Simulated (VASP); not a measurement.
# Al3Sc (L1_2): computed properties

Level of theory: PBEsol GGA, VASP's PBE PAW potentials (set 64) (plane waves; VASP).

```
Property                                                               Value
----------------------------------  ----------------------------------------
space group                                                      Pm-3m (221)
cell                                 a = b = c = 4.073 Å, α = β = γ = 90.00°
volume per atom                                               16.89 Å^3/atom
band gap (over mesh and band path)  none (metal, semimetal or under 0.01 eV)
Hill bulk modulus                                                   91.5 GPa
Hill shear modulus                                                  70.7 GPa
Poisson's ratio                                                        0.193
density                                                           3.09 g/cm³
optical Γ-point spectrum                   245 (×3), 259 (×3), 338 (×3) cm⁻¹
C11                                                                  184 GPa
C12                                                                 45.4 GPa
C44                                                                 71.8 GPa
```

```
CELL_PARAMETERS angstrom
      4.07278     0.00000     0.00000
      0.00000     4.07278     0.00000
      0.00000     0.00000     4.07278
ATOMIC_POSITIONS crystal
  Sc 0.00000 0.00000 0.00000
  Al 0.00000 0.50000 0.50000
  Al 0.50000 0.00000 0.50000
  Al 0.50000 0.50000 0.00000
```

Measured: a 4.103 Å (computed value off by -0.7 %), shear modulus 68.4 GPa at 298 K (computed value off by +3.4 %), as given by A Combined Experimental and First-Principles Based Assessment of Finite-Temperature Thermodynamic Properties of …. The calculation is for a static lattice, while the measured a, shear modulus hold thermal and zero-point effects, which are part of the difference. Finite-difference elastic constants of metals are sensitive to mesh and smearing; shear constants can be off by tens of GPa.

The compound is Al3Sc in the L1_2 structure. It was relaxed first. Symmetry was kept, so distortions that lower it aren't found.
